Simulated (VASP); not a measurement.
# CeO2: lattice, stiffness and zone-centre modes, part 2 of 2

What lattice, stiffness and vibrations does CeO2 have at one level of theory? The starting structure is a measured crystal structure from the Crystallography Open Database. All runs use PBEsol.

VASP 6.6.1.

So far. Step 3 (Elastic constants): The elastic tensor has C11 = 368.5, C12 = 117.4, C44 = 59.4 GPa; its Hill averages are a bulk modulus of 201.1 and a shear modulus of 80.6 GPa. Step 4 (Modes of the relaxed cell): The zone-centre modes at 13.107 Å³ an atom are T2g 433.9, T1u 279.3 cm⁻¹.

**5. Modes at 0.97 of that volume**

Level of this step: PBEsol, no spin polarisation; plane waves and PAW (Ce, O) (VASP).

Shape and positions were first relaxed at this volume, in a run that isn't shown.

Input file INCAR:

```
SYSTEM = CeO2
PREC = Accurate
ENCUT = 560
EDIFF = 1E-08
NELM = 100
ISMEAR = 0
SIGMA = 0.03
LREAL = .FALSE.
ALGO = Normal
GGA = PS
NBANDS = 18
LASPH = .TRUE.
LORBIT = 11
LWAVE = .FALSE.
LCHARG = .FALSE.
KPAR = 4
IBRION = 8
LEPSILON = .TRUE.
LPEAD = .TRUE.
ISIF = 2
```

Input file POSCAR:

```
CeO2
1.0
    0.0000000000      2.6717157504      2.6717157504
    2.6717157504      0.0000000000      2.6717157504
    2.6717157504      2.6717157504      0.0000000000
Ce O
1 2
Direct
    0.0000000000      0.0000000000      0.0000000000
    0.7500000000      0.7500000000      0.7500000000
    0.2500000000      0.2500000000      0.2500000000
```

Input file KPOINTS:

```
Automatic mesh
0
Gamma
14 14 14
0 0 0
```

PAW data sets: Ce and O (PBE family, release 64).

Started as:

```console
$ mpirun -np 4 vasp_std
```

What it wrote:

```text
[... set-up lines as in an earlier step ...]
 entering main loop
       N       E                     dE             d eps       ncg     rms          rms(c)
DAV:   1     0.232041555981E+03    0.23204E+03   -0.12096E+04  3800   0.190E+03
DAV:   2     0.134355215781E+02   -0.21861E+03   -0.19645E+03  4672   0.303E+02
DAV:   3    -0.308131398720E+02   -0.44249E+02   -0.39902E+02  4792   0.151E+02
DAV:   4    -0.325058538466E+02   -0.16927E+01   -0.16899E+01  5010   0.310E+01
[...]
DAV:  21    -0.275212473133E+02    0.32487E-07   -0.10528E-07  6354   0.225E-03    0.165E-03
DAV:  22    -0.275212473247E+02   -0.11358E-07   -0.45905E-09  2246   0.780E-04    0.629E-04
DAV:  23    -0.275212473281E+02   -0.34565E-08   -0.59961E-09  2250   0.547E-04
   1 F= -.27521247E+02 E0= -.27521247E+02  d E =-.143131E-11
 Linear response reoptimize wavefunctions to high precision
DAV:   1    -0.275212473297E+02   -0.15298E-08   -0.26221E-09  3164   0.392E-04
DAV:   2    -0.275212473297E+02   -0.41837E-10   -0.28111E-10  2138   0.148E-04
 Linear response to external field (no local field effect), progress :
[...]
RMM:  45    -0.345413879157E+00   -0.10915E-06   -0.42274E-07 20948   0.119E-03    0.102E-03
 first order change of Fermi-energy  -0.18421E-02
 force on displaced ion       1 direction 1 :  -8.912   0.000   0.000
 Born effective charge ion    1 direction 1 :   5.779   0.000   0.000
 Linear response progress:
  Degree of freedom:   2/  2
       N       E                     dE             d eps       ncg     rms          rms(c)
RMM:   1    -0.376026792179E+00   -0.37603E+00    0.17305E-01 35935   0.383E+00
RMM:   2    -0.361825941927E+00    0.14201E-01   -0.16854E-02 23719   0.107E+00    0.272E-01
RMM:   3    -0.364931421556E+00   -0.31055E-02   -0.12850E-02 31618   0.415E-01    0.180E-01
RMM:   4    -0.366922589122E+00   -0.19912E-02   -0.22872E-03 30812   0.245E-01    0.438E-02
[...]
RMM:  17    -0.367056531086E+00   -0.16280E-07   -0.74285E-08 43826   0.807E-04    0.166E-04
RMM:  18    -0.367056553250E+00   -0.22163E-07   -0.65942E-08 42504   0.707E-04    0.231E-04
RMM:  19    -0.367056561377E+00   -0.81277E-08   -0.60877E-08 43316   0.626E-04    0.249E-04
 first order change of Fermi-energy   0.80812E-01
 force on displaced ion       2 direction 1 :  -8.313  -0.000  -0.000
 Born effective charge ion    2 direction 1 :  -2.889   0.000   0.000
 Born effective charges drift removed
 Linear response finished
```

Elapsed: 19 min, on 4 MPI ranks of Intel Xeon 6975P-C (Granite Rapids), shared host; peak memory 4.4 GiB.

From OUTCAR (step 5):

```text
  Total        1.4982799      1.4982799      1.4982799      0.0000000     -0.0000000      0.0000000
  in kB       62.9365298     62.9365298     62.9365298      0.0000000     -0.0000000      0.0000000
  external PRESSURE =      62.9365298 kB  Pullay stress =       0.0000000 kB

 POSITION                                       TOTAL-FORCE (eV/Angst)
 -----------------------------------------------------------------------------------
      0.00000      0.00000      0.00000        -0.000000     -0.000000     -0.000000
      4.00757      4.00757      4.00757        -0.000000     -0.000000     -0.000000
      1.33586      1.33586      1.33586         0.000000      0.000000      0.000000
 -----------------------------------------------------------------------------------
    total drift:                                0.000000     -0.000000      0.000000

 MACROSCOPIC STATIC DIELECTRIC TENSOR (including local field effects in DFT)
 ------------------------------------------------------
           7.706097     0.000000    -0.000000
           0.000000     7.706097     0.000000
           0.000000    -0.000000     7.706097
 ------------------------------------------------------

 MACROSCOPIC STATIC DIELECTRIC TENSOR IONIC CONTRIBUTION
 ------------------------------------------------------
          17.814958    -0.000000    -0.000000
          -0.000000    17.814958    -0.000000
          -0.000000    -0.000000    17.814958
 ------------------------------------------------------

[... 1 part as in an earlier step ...]

[... 1 further part left out ...]
```

The zone-centre modes at 12.714 Å³ an atom are T2g 455.2, T1u 304.4 cm⁻¹.

**6. Modes at 1.03 of that volume**

Shape and positions were first relaxed at this volume, in a run that isn't shown.

INCAR is that of step 5.

Input file POSCAR:

```
CeO2
1.0
    0.0000000000      2.7257043518      2.7257043518
    2.7257043518      0.0000000000      2.7257043518
    2.7257043518      2.7257043518      0.0000000000
Ce O
1 2
Direct
    0.0000000000      0.0000000000      0.0000000000
    0.7500000000      0.7500000000      0.7500000000
    0.2500000000      0.2500000000      0.2500000000
```

KPOINTS is that of step 5.

Started as:

```console
$ mpirun -np 4 vasp_std
```

What it wrote:

```text
[... set-up lines as in an earlier step ...]
 entering main loop
       N       E                     dE             d eps       ncg     rms          rms(c)
DAV:   1     0.236679907109E+03    0.23668E+03   -0.12047E+04  3776   0.187E+03
DAV:   2     0.129780996832E+02   -0.22370E+03   -0.20272E+03  4830   0.301E+02
DAV:   3    -0.310627162445E+02   -0.44041E+02   -0.40128E+02  4748   0.154E+02
DAV:   4    -0.325741215540E+02   -0.15114E+01   -0.15102E+01  4940   0.299E+01
[...]
DAV:  20    -0.275277263481E+02    0.21490E-05   -0.83083E-06  6190   0.305E-02    0.297E-03
DAV:  21    -0.275277263200E+02    0.28111E-07   -0.32760E-07  4572   0.396E-03    0.201E-03
DAV:  22    -0.275277263118E+02    0.81466E-08   -0.27407E-08  4854   0.103E-03
   1 F= -.27527726E+02 E0= -.27527726E+02  d E =-.114034E-10
 Linear response reoptimize wavefunctions to high precision
DAV:   1    -0.275277263158E+02   -0.39411E-08   -0.53660E-08  5324   0.274E-03
DAV:   2    -0.275277263159E+02   -0.84128E-10   -0.10649E-09  2482   0.253E-04
[...]
RMM:  35    -0.346918210125E+00    0.16324E-06   -0.16015E-06 21499   0.232E-03    0.314E-03
 first order change of Fermi-energy  -0.20644E-02
 force on displaced ion       1 direction 1 :  -6.344   0.000   0.000
 Born effective charge ion    1 direction 1 :   5.745   0.000   0.000
 Linear response progress:
  Degree of freedom:   2/  2
       N       E                     dE             d eps       ncg     rms          rms(c)
RMM:   1    -0.375045626632E+00   -0.37505E+00    0.18356E-01 35435   0.377E+00
RMM:   2    -0.361933854072E+00    0.13112E-01   -0.17322E-02 23854   0.997E-01    0.222E-01
RMM:   3    -0.364881862485E+00   -0.29480E-02   -0.11140E-02 31730   0.379E-01    0.146E-01
RMM:   4    -0.366619195466E+00   -0.17373E-02   -0.19227E-03 31165   0.220E-01    0.420E-02
[...]
RMM:  16    -0.366811860620E+00    0.40291E-07   -0.10386E-07 43773   0.974E-04    0.504E-05
RMM:  17    -0.366811838911E+00    0.21709E-07   -0.72204E-08 42979   0.860E-04    0.467E-05
RMM:  18    -0.366811846713E+00   -0.78014E-08   -0.76936E-08 43006   0.761E-04    0.309E-05
 first order change of Fermi-energy  -0.70359E-01
 force on displaced ion       2 direction 1 :  -6.606   0.000   0.000
 Born effective charge ion    2 direction 1 :  -2.871   0.000   0.000
 Born effective charges drift removed
 Linear response finished
```

Elapsed: 15 min, on 4 MPI ranks; peak memory 4.6 GiB; 58 min of CPU time.

Parts of OUTCAR (step 6):

```text
  Total       -1.3470990     -1.3470990     -1.3470990      0.0000000      0.0000000     -0.0000000
  in kB      -53.2897715    -53.2897715    -53.2897715      0.0000000      0.0000000     -0.0000000
  external PRESSURE =     -53.2897715 kB  Pullay stress =       0.0000000 kB

 POSITION                                       TOTAL-FORCE (eV/Angst)
 -----------------------------------------------------------------------------------
      0.00000      0.00000      0.00000        -0.000000      0.000000      0.000000
      4.08856      4.08856      4.08856         0.000000      0.000000      0.000000
      1.36285      1.36285      1.36285        -0.000000     -0.000000     -0.000000
 -----------------------------------------------------------------------------------
    total drift:                                0.000000     -0.000000      0.000000

 MACROSCOPIC STATIC DIELECTRIC TENSOR (including local field effects in DFT)
 ------------------------------------------------------
           7.952420    -0.000000     0.000000
           0.000000     7.952420     0.000000
           0.000000     0.000000     7.952420
 ------------------------------------------------------

 MACROSCOPIC STATIC DIELECTRIC TENSOR IONIC CONTRIBUTION
 ------------------------------------------------------
          23.407715     0.000000     0.000000
           0.000000    23.407715     0.000000
           0.000000     0.000000    23.407715
 ------------------------------------------------------

[... 1 part as in an earlier step ...]

[... 1 further part left out ...]
```

The zone-centre modes at 13.500 Å³ an atom are T2g 414.3, T1u 255.4 cm⁻¹.

**7. Comparison**

| run | volume (Å³/atom) | T2g | T1u | core minutes |
| --- | --- | --- | --- | --- |
| relaxation | 13.107 | - | - | 0.987 |
| elastic constants | 13.107 | - | - | 29.2 |
| modes of the relaxed cell | 13.107 | 433.9 | 279.3 | 66.0 |
| modes at 0.97 of that volume | 12.714 | 455.2 | 304.4 | 75.2 |
| modes at 1.03 of that volume | 13.5 | 414.3 | 255.4 | 58.5 |

Modes are in cm⁻¹, degenerate ones as one, matched by symmetry and order. A number in brackets counts the listed modes of one symmetry from the lowest. The symmetry labels come from an automatic analysis and can be wrong where levels nearly coincide. Core minutes are wall time times ranks of the run shown, on a shared host.

**8. Summary of results**

```
relaxed volume                : 13.11 Å³/atom
bulk modulus from two volumes : 194 GPa
Hill shear modulus            : 80.6 GPa
mode T2g                      : 433.9 cm⁻¹
mode T1u                      : 279.3 cm⁻¹
Grüneisen parameter of T2g    : 1.57
Grüneisen parameter of T1u    : 2.92
```

At the PBEsol level CeO2 relaxes to 13.11 Å³ an atom. The bulk modulus is 193.6 GPa from the pressures at two volumes and 201.1 GPa as the Hill average of the elastic tensor, so the two routes agree. The mode Grüneisen parameters, from the cells at 0.97 and 1.03 of the volume, run from 1.57 (T2g) to 2.92 (T1u). The dielectric constants and Born charges in the logs aren't compared here; at a small gap they can be far off, and in a run without a gap they mean nothing. The frequencies are harmonic, and the splitting of polar modes by their long-range field is left out. All values are for a static lattice. Further runs on this material are not shown.

[Lines on the potential files, build, host, timing and source positions are cut from VASP's logs without a mark.]

[Logs are printed without paths, hosts, clocks, repeated set-up lines and the standing remarks that a program may print on its own settings, such as how far it seeks lower states.]

[Hosts, paths, dates, database ids (printed as entryN), source tags and the programs' standing remarks are cut or masked in the printed files.]
